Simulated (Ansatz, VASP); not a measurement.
# AlNi in two plane-wave programs, part 2 of 2

One calculation is typed for both programs; each brings its own data sets. How far apart do they land? The cell is taken from a series of runs on this material, whose earlier steps may have relaxed, scaled, displaced or heated it; both programs get it as it stands.

VASP 6.6.1 and Ansatz 0.2.0.

So far: The starting structure; VASP: zone-centre phonons, PBEsol.

## 3. Ansatz: zone-centre phonons, PBEsol

Level of this step: Ansatz beside VASP: Kohn-Sham DFT, plane waves, PBEsol (Ansatz).

Ansatz runs on its PAW soft_1 files.

The same cell, functional, mesh and smearing now go to Ansatz, which takes its cutoff from its data sets.

input.yaml

```yaml
crystal:
  lattice:
    - [2.7935514191, -0.0462818963, 0.0]
    - [-0.0462818963, 2.7935514191, 0.0]
    - [0.0, 0.0, 2.9641483906]
  atoms:
    - { symbol: Al, position: [0.0, 0.0, 0.0] }
    - { symbol: Ni, position: [0.5, 0.5, 0.5] }
kpoints:
  mp_grid: { grid: [16, 16, 16] }
hamiltonian:
  xc: pbesol
  pseudopotentials: { kind: paw, azcp: { folder: soft_1 }, xc_functional: pbe }
scf:
  occupations: { method: methfessel_paxton, width: 0.2 }
output:
  eigenvalues: true
phonons:
  method: dfpt
```

Started as:

```sh
$ ansatz run input.yaml --threads 4 --pin off --max-ram 10240MiB --backend cpu --events-out ev --progress --plain --runs-dir out
```

Numbers of over 12 decimals in the logs are rounded to 6 here.

The program printed:

```text
zone centre: on kpoints.mp_grid the ground state, and the responses unless they are solved on pairs of k-points, stand on 1170 of the mesh's 4096 k-points, reduced under 4 symmetry operations, with k and −k counted as one. Each operation leaves every solved displacement unchanged or reverses it
Engine: ansatz 0.2.0, x86_64-unknown-linux-gnu
Pseudopotentials: kind: paw
Pseudopotential: Al, paw, valence charge 3, recommended cutoff 420 eV (normal), soft_1/Al.paw.azcp
Pseudopotential: Ni, paw, valence charge 18, recommended cutoff 420 eV (normal), soft_1/Ni.paw.azcp
Functional definition: PBEsol
  exchange = pbesol_x
  correlation = pbesol_c
Crystal: 2 atoms, lattice volume = 23.126 Å³
Basis set: ecut = 420 eV, 457 PW (Γ), exchange–correlation on 40×40×40 points (8 copies of the dense FFT grid, shifted against one another)
Bands: 15, of which v1, the nominal top of the filled ones, is band 11 counted from 1 (10 counted from 0)
Symmetry: 8 space group operations
k-points: 1170 of 4096 (irreducible under 4 space group operations)
Non-local potential: Al, projectors of the file, l = 0: 2, l = 1: 2, l = 2: 1
Non-local potential: Ni, projectors of the file, l = 0: 3, l = 1: 2, l = 2: 3, l = 3: 1
PAW form: soft (Blöchl's): semilocal exchange-correlation on the pseudo side does not see the compensation charge
PAW frozen core: Al, regenerated for the run's functional, and the local potential with it (the file was generated under x = pbe(κ = 0.804, μ = 0.219515), c = pbe(β = 0.066725))
PAW frozen core: Ni, regenerated for the run's functional, and the local potential with it (the file was generated under x = pbe(κ = 0.804, μ = 0.219515), c = pbe(β = 0.066725))
PAW one-centre angular grid: Al, 110 points (default); XC on 64 Gauss nodes
PAW one-centre angular grid: Ni, 590 points (default); XC on 64 Gauss nodes
Initial density: superposition of atomic densities (chi_scale 0.1, normalization cell, long waves kept (reshape's long-wave potential 0.00 eV rms))
Initial wavefunctions: pseudopotential atomic-orbital guess
Functional: x = pbesol(κ = 0.804, μ = 0.123457), c = pbesol(β = 0.046)
SCF iter   1: F=—  HF=-6331.194769 eV  |F-HF|=—  |Δ(HF+E_count)|=         —  Δρ=7.39e-2  dr2=1.31e0  ethr=3.10e-3  ⟨swp⟩=4.1  Hψ=77683  notcnv=0
preconditioner: auto → none  [metal: Δε(μ)=0.002 eV  Ē_g=10.354 eV  σ=0.200 eV  W_gap=0.01  n_scr=6 (ndim 8)  ℏωp=27.8 eV  f_vac=0.000  D(μ)=0.73/eV (n_scr^D=6)  sad-step TF]
SCF iter   2: F=—  HF=-6331.050603 eV  |F-HF|=—  |Δ(HF+E_count)|=   1.44e-1  S|Δr|=    0.00e0  Δρ=5.63e-2  dr2=8.05e-1  ethr=3.10e-3  ⟨swp⟩=2.0  Hψ=31386  notcnv=0  defer=247
SCF iter   3: F=—  HF=-6330.864097 eV  |F-HF|=—  |Δ(HF+E_count)|=   1.87e-1  S|Δr|=    0.00e0  Δρ=2.00e-2  dr2=8.49e-2  ethr=3.10e-3  ⟨swp⟩=2.0  Hψ=22217  notcnv=0  defer=247
SCF iter   4: F=—  HF=-6330.849236 eV  |F-HF|=—  |Δ(HF+E_count)|=   1.49e-2  S|Δr|=    0.00e0  Δρ=5.35e-3  dr2=3.70e-3  ethr=4.04e-4  ⟨swp⟩=2.0  Hψ=29807  notcnv=0  defer=242
SCF iter   5: F=—  HF=-6330.849006 eV  |F-HF|=—  |Δ(HF+E_count)|=   2.30e-4  S|Δr|=    0.00e0  Δρ=5.65e-4  dr2=3.43e-5  ethr=1.76e-5  ⟨swp⟩=2.4  Hψ=23861  notcnv=0  defer=237
SCF iter   6: F=—  HF=-6330.848987 eV  |F-HF|=—  |Δ(HF+E_count)|=   1.86e-5  S|Δr|=    0.00e0  Δρ=1.19e-4  dr2=1.52e-6  ethr=1.63e-7  ⟨swp⟩=2.0  Hψ=29587  notcnv=0  defer=237
SCF iter   7: F=—  HF=-6330.848991 eV  |F-HF|=—  |Δ(HF+E_count)|=   3.24e-6  S|Δr|=    0.00e0  Δρ=1.51e-5  dr2=3.02e-8  ethr=7.23e-9  ⟨swp⟩=2.4  Hψ=26566  notcnv=0  defer=236
SCF iter   8: F=—  HF=-6330.848991 eV  |F-HF|=—  |Δ(HF+E_count)|=   5.89e-9  S|Δr|=    0.00e0  Δρ=1.64e-6  dr2=3.97e-10  ethr=1.44e-10  ⟨swp⟩=2.4  Hψ=25546  notcnv=0  defer=236
SCF iter   9: F=-6330.848991 eV  HF=-6330.848991 eV  |F-HF|=1.82e-12  |Δ(HF+E_count)|=  5.73e-11  S|Δr|=    0.00e0  Δρ=7.77e-8  dr2=1.25e-12  ethr=1.00e-12  ⟨swp⟩=5.0  Hψ=82744  notcnv=0
SCF 1 converged in 9 iterations: F = -6330.848991 eV  dr2 = 1.25e-12
  greatest PAW one-centre occupation: 1.001 electrons in one spin orbital (limit 2), on the Ni atom at site 1 (counted from 0), in its partial waves of l = 1
DFPT response loops at Γ: preconditioner auto → Kerker (q_TF=auto, 2.685 Å⁻¹) (partly filled bands, converged f_vac=0.000); β = 1.00, the filter's whole step (`scf.mixing.beta` (0.50) is not read by the response loops under this deck's `scf.mixing.preconditioner`; to damp them name `kerker` or `kerker_dos`, under which they read `scf.mixing.beta`, and type it under 1.00, their step now; both keys bind the ground state too); Broyden in place of MSR1
SCF converged after 9 iterations
Stability not checked: this state was not tested for a lower state beside it, because cold or Methfessel-Paxton smearing, or corrected tetrahedra, fill the levels in a way that the test cannot read (fill_not_monotonic; see scf.lower_state_search)
Free energy (F): -6330.848991 eV
Harris-Foulkes:  -6330.848991 eV  (|F-HF|=1.82e-12)
Internal energy: -6330.848077 eV  (E = F + TS)
E sigma→0 (E₀):  -6330.848762 eV
Entropy (-TS):   -0.000914 eV (-0.457 meV/atom)
Fermi energy:    14.309293 eV
--- Per-component energies (eV) ---
  E_band       = -329.793613
  E_kinetic    = 369.717763
  E_local      = -3703.817593  (includes V_loc(G=0)·N_el)
  E_nonlocal   = -105.455279
  E_hartree    = 1945.868373
  E_xc         = -152.010946
  E_vxc        = -177.908870  (∫ρ·V_xc dr)
  E_paw        = -2080.808339  (= ΣΔE_a)
  E_vpaw       = -604.067194  (= ΣTr[D̂ρ^β])
  E_aug_tail   = 0.000888  (compensation charges beyond the density's cutoff)
  E_ewald      = -2604.559372
  E_core_change = 0.216428  (= ΣΔE_core)
  E_smearing   = -0.000914  (= −TS)
  E_closure    = -0.000000  (closes the sum)
  Σ components = -6330.848991   (vs F -6330.848991, Δ=0.00e0)
--- Band table (eV; the first three rows and the last of 1170) ---
  k-point 0: bands = [... 7 lower, 12.6199, 12.7101, 12.8283, 18.5365, 20.5731, 20.7798, 22.1569, 22.7823]
  k-point 1: bands = [... 7 lower, 12.5940, 12.6858, 12.8308, 17.9232, 20.6623, 20.8662, 22.7781, 22.8002]
  k-point 2: bands = [... 7 lower, 12.5217, 12.6179, 12.8379, 16.7374, 20.9245, 21.1205, 22.7657, 24.0535]
  k-point 1169: bands = [... 7 lower, 13.2164, 13.3860, 16.0488, 16.1030, 16.5523, 18.4062, 18.5388, 18.9363]
--- Phonons (Γ-DFPT): 4 representative perturbations + reference, on 1170 of 4096 k-points (Σ response iterations 12) ---
  k mesh reduced under 4 symmetry operations, with k and −k counted as one. Each operation leaves every solved displacement unchanged or reverses it
  ASR residual: 1.695e-5 → 0.000e0 eV/Å²; symmetrization residual: 5.323e-7 eV/Å²
  ASR residual per site (eV/Å²): 4.82e-6 1.69e-5
  Γ frequencies (cm⁻¹): 0.00 0.00 0.00 284.36 314.44 327.27
  non-analytic LO–TO correction: not included (Born effective charges unavailable; polar crystals: no LO–TO splitting at Γ)
```

In the SCF lines HF is the Harris–Foulkes energy and dr2 the Hartree energy of the density residual, in eV; the loop may stop once dr2 is under the threshold and the program's other checks hold. Hψ counts applications of the Hamiltonian.

## 4. Comparison

Known differences besides the potentials themselves: the data sets hold 21 valence electrons in Ansatz (on its PAW soft_1 files) and 13 in VASP; the cutoff is 420 eV in Ansatz and 600 eV in VASP; Ansatz makes its cores anew for this functional, VASP keeps those of its PBE data sets. Total energies have different zeros and are not compared.

Both answers:

| quantity | Ansatz | VASP | difference |
| --- | --- | --- | --- |
| optical mode 1 (cm⁻¹) | 284.4 | 285.5 | -0.39 % |
| optical mode 2 (cm⁻¹) | 314.4 | 315.9 | -0.47 % |
| optical mode 3 (cm⁻¹) | 327.3 | 328.6 | -0.41 % |

Modes are paired by rising frequency, not by their patterns, so a pair may set unlike modes beside each other; they are those without the splitting of longitudinal modes.

## 5. Outcome

| Item | Value |
| --- | --- |
| r.m.s. difference of the optical zone-centre modes, each program's sorted by frequency (zone-centre phonons, PBEsol) | 1.3 cm⁻¹ |

What this shows: The r.m.s. difference of the optical zone-centre modes, each program's sorted by frequency is 1.3 cm⁻¹ (zone-centre phonons, PBEsol). The data sets hold unlike numbers of valence electrons (21 in Ansatz and 13 in VASP), so part of the differences comes from the potentials. How closely two codes agree says nothing of how well the functional describes the real material.

[Lines on the potential files, build, host, timing and source positions are cut from VASP's logs without a mark.]

[Logs are printed without paths, hosts, clocks, repeated set-up lines and the standing remarks that a program may print on its own settings, such as how far it seeks lower states.]

[Hosts, paths, dates, database ids (printed as entryN), source tags and the programs' standing remarks are cut or masked in the printed files.]
